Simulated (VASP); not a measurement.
OSZICAR of a VASP run on PtAl2 (fluorite):

OSZICAR:
```
       N       E                     dE             d eps       ncg     rms          rms(c)
DAV:   1     0.893540395546E+02    0.89354E+02   -0.13129E+04  1110   0.130E+03
DAV:   2    -0.130284586545E+02   -0.10238E+03   -0.98774E+02  1087   0.277E+02
DAV:   3    -0.166505584957E+02   -0.36221E+01   -0.35949E+01  1102   0.465E+01
DAV:   4    -0.166954125557E+02   -0.44854E-01   -0.44833E-01  1119   0.544E+00
DAV:   5    -0.166963199103E+02   -0.90735E-03   -0.90718E-03  1144   0.702E-01    0.148E+01
DAV:   6    -0.162844092083E+02    0.41191E+00   -0.34484E+00   975   0.163E+01    0.199E+00
DAV:   7    -0.162044720240E+02    0.79937E-01   -0.33726E-01   933   0.525E+00    0.219E+00
DAV:   8    -0.161874349228E+02    0.17037E-01   -0.32558E-02  1073   0.174E+00    0.292E-01
DAV:   9    -0.161877659274E+02   -0.33100E-03   -0.60432E-03  1038   0.682E-01    0.372E-01
DAV:  10    -0.161875181714E+02    0.24776E-03   -0.17106E-03  1024   0.401E-01    0.320E-02
DAV:  11    -0.161875371930E+02   -0.19022E-04   -0.63741E-05  1067   0.594E-02    0.131E-02
DAV:  12    -0.161875396565E+02   -0.24635E-05   -0.12116E-05  1017   0.318E-02    0.463E-03
DAV:  13    -0.161875393315E+02    0.32496E-06   -0.17943E-06   859   0.131E-02
   1 F= -.16187539E+02 E0= -.16187505E+02  d E =-.103690E-03
```

Which electronic solver shows in the log?

It is blocked Davidson (ALGO = Normal, or the opening steps of other solvers). The INCAR had ALGO = Normal.

Can the final energy be trusted as converged?

Self-consistency was reached. It stopped with EDIFF = 1E-6, NELM = 100 (PBE GGA, plane waves, VASP's PBE PAW potentials (set 64)).

The compound is PtAl2 in the fluorite structure. The cell was not relaxed at this level. The run is one of a series of settings (ENCUT = 520, POTCAR Al Pt_pv (PBE.64 set) against the base run), some of them coarse on purpose.
